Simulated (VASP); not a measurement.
Output of a VASP run:

### OSZICAR
```
       N       E                     dE             d eps       ncg     rms          rms(c)
DAV:   1    -0.996545212309E+02   -0.99655E+02   -0.46845E-06   244   0.157E-02    0.479E-04
DAV:   2    -0.996545200964E+02    0.11345E-05   -0.52287E-07   228   0.529E-03    0.384E-04
DAV:   3    -0.996545185703E+02    0.15261E-05   -0.51798E-07   222   0.648E-03    0.651E-05
DAV:   4    -0.996545210114E+02   -0.24411E-05   -0.51977E-07   216   0.586E-03    0.710E-05
DAV:   5    -0.996545198048E+02    0.12065E-05   -0.10876E-07   216   0.279E-03    0.683E-05
DAV:   6    -0.996545200682E+02   -0.26334E-06   -0.11417E-07   216   0.299E-03
   1 F= -.99654520E+02 E0= -.99655788E+02  d E =0.380312E-02
```

File OUTCAR:
```
------------------------ aborting loop because EDIFF is reached ----------------------------------------
  FORCE on cell =-STRESS in cart. coord.  units (eV):
  Direction    XX          YY          ZZ          XY          YZ          ZX
  --------------------------------------------------------------------------------------
  Total        0.4580137      0.3761535     -0.0630289      0.0000000      0.0000000     -0.1509218
  in kB        0.5947168      0.4884239     -0.0818411      0.0000000      0.0000000     -0.1959673
  external PRESSURE =       0.3337665 kB  Pullay stress =       0.0000000 kB
  volume of cell :     1233.90
      direct lattice vectors                 reciprocal lattice vectors
     5.427870422  0.000000000  0.000000000     0.184234317  0.000000000  0.000000000
     0.000000000  8.863675498  0.000000000     0.000000000  0.112820015  0.000000000
     0.000000000  0.000000000 25.646934979     0.000000000  0.000000000  0.038991014
 POSITION                                       TOTAL-FORCE (eV/Angst)
 -----------------------------------------------------------------------------------
      2.42123      6.64776      9.69420         0.019388     -0.000000     -0.006891
      5.07398      2.21592     11.19823         0.008883      0.000000      0.011943
      0.35389      6.64776     14.44870        -0.008883     -0.000000     -0.011943
      3.00664      2.21592     15.95274        -0.019388      0.000000      0.006891
 -----------------------------------------------------------------------------------
    total drift:                               -0.000000      0.000000      0.000000
  FREE ENERGIE OF THE ION-ELECTRON SYSTEM (eV)
  ---------------------------------------------------
  free  energy   TOTEN  =       -99.6545200682 eV

  energy  without entropy=      -99.6583231840  energy(sigma->0) =      -99.65578777

 total charge

# of ion       s       p       d       tot
------------------------------------------
    1        1.880   4.698   0.006   6.584
    2        1.880   4.700   0.006   6.586
    3        1.880   4.700   0.006   6.586
    4        1.880   4.698   0.006   6.584
--------------------------------------------------
tot          7.521  18.795   0.026  26.341
```
(Selected blocks of OUTCAR.)

POSCAR:
```
Cs(211) slab
1
    5.4278704221     0.0000000000     0.0000000000
    0.0000000000     8.8636754976     0.0000000000
    0.0000000000     0.0000000000    25.6469349791
Cs
4
Direct
  0.4460744812   0.7500000000   0.3779866001
  0.9348011012   0.2500000000   0.4366304062
  0.0651988988   0.7500000000   0.5633695938
  0.5539255188   0.2500000000   0.6220133999
```

Task: Reconstruct the remaining input files.

Result: Several could match; the one computed here: the input of the run itself, r2SCAN meta-GGA, plane waves, VASP's PBE PAW potentials (set 64).

File KPOINTS:
```
Automatic mesh
0
Gamma
5 3 1
0 0 0
```

**INCAR**
```
SYSTEM = Cs(211) slab
PREC = Normal; ENCUT = 400; LREAL = F
LASPH = T
EDIFF = 1E-6; NELM = 100; NELMIN = 4
ALGO = Normal; LMAXMIX = 4; LMIXTAU = T
ISMEAR = 1; SIGMA = 0.1
METAGGA = R2SCAN
LWAVE = F; LCHARG = F; LORBIT = 11
LVHAR = T
DIPOL = 0.5 0.5 0.5
LDIPOL = T; IDIPOL = 3
```

POTCAR, in this order: Cs_sv (PBE.64 set). Program: vasp_std. Read from the step before: WAVECAR.

The cell is a thin slab with vacuum, built from Cs (bcc): (211) face.
